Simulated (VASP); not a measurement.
# InSb: relaxation of cell and atoms with PBEsol

The system is InSb.

```
In Sb
1.0
     0.00000    3.23910    3.23910
     3.23910    0.00000    3.23910
     3.23910    3.23910    0.00000
In Sb
1 1
Direct
  0.00000 0.00000 0.00000
  0.25000 0.25000 0.25000
```

```yaml
Program: VASP 6.6.1
Task: relaxation of cell and atoms
Functional: PBEsol
Potentials_or_basis: VASP PAW PBE potentials, release 64 (In_d, Sb)
Cutoff: 600 eV
k_mesh: 10 × 10 × 10
Occupations: gaussian, width 0.03 eV
Spin: no spin polarisation
Further_INCAR_settings: ALGO = Normal; EDIFF = 1e-06; IBRION = 2; EDIFFG = -0.01; NSW = 90; ISIF = 3
```

```
Relaxed volume                         : 34.66 Å³/atom
Relaxed cell                           : a = 4.611 Å, b = 4.611 Å, c = 4.611 Å, α = 60.00°, β = 60.00°, γ = 60.00°
Space group after relaxing (to 0.05 Å) : F-43m (No. 216)
Energy gained by relaxing              : 1.8 meV/atom
Ionic steps                            : 3
Pressure after relaxing                : 0.0 GPa
Band gap on the k mesh                 : none (metal or under the smearing width)
```

Step by step:
| step | energy change (eV) | largest force (eV/Å) | pressure (GPa) | volume (Å³) |
| --- | --- | --- | --- | --- |
| 1 | 0.0000 | 0.0000 | 0.88 | 67.97 |
| 2 | -0.0031 | 0.0000 | -0.31 | 69.82 |
| 3 | -0.0036 | 0.0000 | -0.01 | 69.31 |

Final structure:
```xyz
2
Lattice="0.0000 3.2603 3.2603 3.2603 0.0000 3.2603 3.2603 3.2603 0.0000" Properties=species:S:1:pos:R:3 pbc="T T T"
In    0.0000    0.0000    0.0000
Sb    1.6302    1.6302    1.6302
```

Levels at points of the mesh, in eV from the Fermi level:
| k point | band 7 | band 8 | band 9 | band 10 | band 11 | band 12 |
| --- | --- | --- | --- | --- | --- | --- |
| (0.00, 0.00, 0.00) | -0.38 | -0.01 | -0.01 | -0.01 | 2.92 | 2.92 |
| (0.50, 0.00, 0.00) | -5.58 | -0.99 | -0.99 | 0.43 | 3.76 | 3.76 |
| (0.50, 0.50, 0.00) | -5.88 | -2.22 | -2.22 | 1.27 | 1.28 | 8.00 |

Wall time 33 s on 4 MPI ranks on Intel(R) Xeon(R) 6975P-C (Granite Rapids), on a shared host, peak memory 0.27 GiB a rank.

Caveat: the PAW data sets were made with another functional, which shifts forces and pressure a little; this crystal is a semiconductor, whose small gap the functional closes, so the metal is an error of the method. Spin-orbit coupling is left out, which matters for the levels of Sb.
